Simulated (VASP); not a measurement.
Runs of VASP 6.6.1 on W. The structure is cubic, space group Im-3m (No. 229). Conventional cell: a = 3.155 Å, b = 3.155 Å, c = 3.155 Å, α = 90.00°, β = 90.00°, γ = 90.00°. Around W (site symmetry m-3m) lie 8 W at 2.73 Å. 

| task | level | potentials or basis | spin | cell | k mesh | cutoff (eV) | k mesh for the DOS | occupations for the DOS | pressure (GPa) |
| --- | --- | --- | --- | --- | --- | --- | --- | --- | --- |
| band structure | r2SCAN | VASP PAW PBE potentials, release 64 (W_sv) | off | Im-3m, 15.71 Å³/atom | 16 × 16 × 16 | 520 | - | - | 5.3 |
| relaxation of cell and atoms | PBEsol | VASP PAW PBE potentials, release 64 (W_sv) | off | relaxed | 16 × 16 × 16 | 600 | - | - | 0.0 |
| band structure | PBE | VASP PAW PBE potentials, release 64 (W_sv) | off | Im-3m, 15.71 Å³/atom | 16 × 16 × 16 | 520 | - | - | (a) |
| band structure | PBE | VASP PAW PBE potentials, release 64 (W_sv) | SOC, no magnetisation | Im-3m, 15.71 Å³/atom | 10 × 10 × 10 | 520 | - | - | 10.4 |
| band structure | LDA | VASP PAW LDA potentials, release 64 (W_sv) | off | Im-3m, 15.71 Å³/atom | 16 × 16 × 16 | 520 | - | - | -4.6 |

Alike in all rows: smearing methfessel-paxton 0.1 eV.

**Question.** Fill in the values left out.

**Answer.** (a) 8.9.

Caveats: the PAW data sets were made with another functional, which shifts forces and pressure a little (some runs).
